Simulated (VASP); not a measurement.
Input:

```yaml
crystal:
  lattice:
    - [1.58977, -2.75356, 0.00000]
    - [1.58977, 2.75356, 0.00000]
    - [0.00000, 0.00000, 5.12533]
  atoms:
    - { symbol: Zr, position: [0.33333, 0.66667, 0.25000] }
    - { symbol: Zr, position: [0.66667, 0.33333, 0.75000] }
```

These are PBEsol GGA, VASP's PBE PAW potentials (set 64) (plane waves; VASP 6.6.1) values and carry that method's errors. Run with 480 eV cut-off, 12×12×8 Γ-centred mesh, first-order Methfessel-Paxton smearing of 0.10 eV, potentials Zr_sv.

### Question
Predict the energy per atom (σ→0), band gap (on the k-mesh) with the smallest direct gap where there is one.

### Answer

The band gap (on the k-mesh) is none (metal, semimetal or under 0.01 eV) and the energy per atom (σ→0) comes out as -9.079 eV/atom.

Only differences to runs with the same potentials and settings are physical.

The compound is Zr in the hcp structure. It was relaxed first.
